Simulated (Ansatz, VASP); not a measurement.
# MoRu3W in VASP and in Ansatz

The input INCAR:

```
SYSTEM = MoRu3W
PREC = Accurate ; ENCUT = 520
EDIFF = 1E-6 ; ISMEAR = 0
SIGMA = 0.1 ; LREAL = .FALSE.
LASPH = .TRUE. ; NELM = 150
ALGO = Normal ; ISIF = 2
LWAVE = .FALSE. ; LCHARG = .FALSE.
ISPIN = 2 ; MAGMOM = 1 1 1 1 0
LORBIT = 11 ; LMAXMIX = 4
GGA = PE ; NBANDS = 47
```

File KPOINTS:

```
regular mesh
0
G
  4 4 4
  0 0 0
```

The input POSCAR:

```
MoRu3W
1.0
    4.5901535744      0.0000000000      0.0000000000
    0.0000000000      4.5901535744      0.0000000000
    0.0000000000      0.0000000000      4.5901535744
Mo Ru W
1 3 1
Direct
    0.0000000000      0.0000000000      0.0000000000
    0.0000000000      0.5000000000      0.5000000000
    0.5000000000      0.0000000000      0.5000000000
    0.5000000000      0.5000000000      0.0000000000
    0.5000000000      0.5000000000      0.5000000000
```

Input for Ansatz:

```yaml
crystal:
  lattice:
    - [4.5901535657, 0.0, 0.0]
    - [0.0, 4.5901535657, 0.0]
    - [0.0, 0.0, 4.5901535657]
  atoms:
    - { symbol: Mo, position: [0.0, 0.0, 0.0], spin: 1.0 }
    - { symbol: Ru, position: [0.0, 0.5, 0.5], spin: 1.0 }
    - { symbol: Ru, position: [0.5, 0.0, 0.5], spin: 1.0 }
    - { symbol: Ru, position: [0.5, 0.5, 0.0], spin: 1.0 }
    - { symbol: W, position: [0.5, 0.5, 0.5] }
basis:
  ecutwfc: 420
kpoints:
  mp_grid: { grid: [4, 4, 4] }
hamiltonian:
  xc: pbe
scf:
  occupations: { method: gaussian, width: 0.1 }
  lower_state_search: "off"
output:
  forces: true
  stress: true
  eigenvalues: true
  populations: true
magnetization:
  spin_polarized: true
```

Change from the starting cell: species swapped into the Ca3GeN type (Pm-3m, No. 221).

Alike in both runs: task single point; functional PBE; k mesh 4 × 4 × 4; occupations gaussian, width 0.1 eV; collinear spin.

```csv
,VASP,Ansatz
version,VASP 6.6.1,Ansatz 0.2.0
potentials or method,"VASP PAW PBE potentials, release 64 (Mo_sv, Ru_pv, W_sv)","scalar-relativistic, plane waves, PAW"
plane-wave cutoff (eV),520,420
valence electrons in the cell,70,76
```

|  | VASP | Ansatz | Ansatz less VASP |
| --- | --- | --- | --- |
| gap on the k mesh at the Fermi level (eV) | none | none | - |
| pressure (GPa) | 4.8 | 3.7 | -1.08 |
| net moment per atom (μB) | 0.39 | 0.39 | +0.001 |
| size of the moment on the site where the two differ most (μB) | 2.56 | 2.65 | +0.090 |

Site moments also hang on the region over which each program counts them. A gap of «none» marks a metal or a gap that the smearing closes. The two sets of potentials don't hold the same shells in valence. Ansatz warned: «seeded_moment_not_kept».

The runs have no spin-orbit coupling, so splittings on W are missing.
